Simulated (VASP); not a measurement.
```yaml
crystal:
  lattice:
    - [1.89370, 1.09333, 3.98795]
    - [-1.89370, 1.09333, 3.98795]
    - [0.00000, -2.18666, 3.98795]
  atoms:
    - { symbol: Mg, position: [0.00000, 0.00000, 0.00000] }
    - { symbol: Sb, position: [0.50000, 0.50000, 0.50000] }
```

All values below come from PBEsol GGA, VASP's PBE PAW potentials (set 64) (plane waves; VASP). Numerical set-up: 400 eV cut-off, Gaussian smearing of 0.050 eV, potentials Mg Sb.

Give the energies of bands 2 to 6 at the high-symmetry points, in eV from the Fermi level.

```
band      Γ      T     H2      L     S0      F
----  -----  -----  -----  -----  -----  -----
2     -1.42  -5.83  -3.50  -5.01  -3.62  -4.40
3      1.10   1.73  -3.14  -0.86  -3.38  -2.43
4      2.12   1.73  -2.69   0.60  -1.73  -0.31
5      2.12   5.48   2.69   1.78   0.96  -0.04
6      6.18   6.01   3.57   4.10   5.19   3.14
```

It has no gap at this level: it comes out as a metal or semimetal.

The structure comes from a computed database's MgSb entry (R-3m); how it stands against other phases isn't given here. It was relaxed first. The electron count is odd and the run is not spin-polarised, which forces a metal.
